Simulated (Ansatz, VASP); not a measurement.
**One calculation of LiCaF3, two programs**

```
CELL_PARAMETERS angstrom
3.97263 0.00000 0.00000
0.00000 3.54986 0.00000
0.00000 0.00000 3.76124
ATOMIC_POSITIONS crystal
Li 0.50000 0.50000 0.50000
Ca 0.00000 0.00000 0.00000
F 0.00000 0.50000 0.50000
F 0.50000 0.50000 0.00000
F 0.50000 0.00000 0.50000
```

Change from the starting cell: strain +0.0562 x Voigt [1, -1, 0, 0, 0, 0], atoms carried along.

Alike in both runs: task single point; functional PBE; k mesh 6 × 6 × 6; occupations gaussian, width 0.05 eV; no spin polarisation.

```csv
,VASP,Ansatz
version,VASP 6.6.1,Ansatz 0.2.0
potentials or method,"VASP PAW PBE potentials, release 64 (Li_sv, Ca_sv, F)","scalar-relativistic, plane waves, PAW"
plane-wave cutoff (eV),520,420
valence electrons in the cell,34,34
```

```csv
,VASP,Ansatz,Ansatz less VASP
gap on the k mesh at the Fermi level (eV),5.60,5.61,+0.009
least direct gap on the mesh (eV),5.88,5.88,+0.008
```

The functional is the same, so the differences come from potentials, cutoffs and numerics.

 A k mesh can miss the band edges.
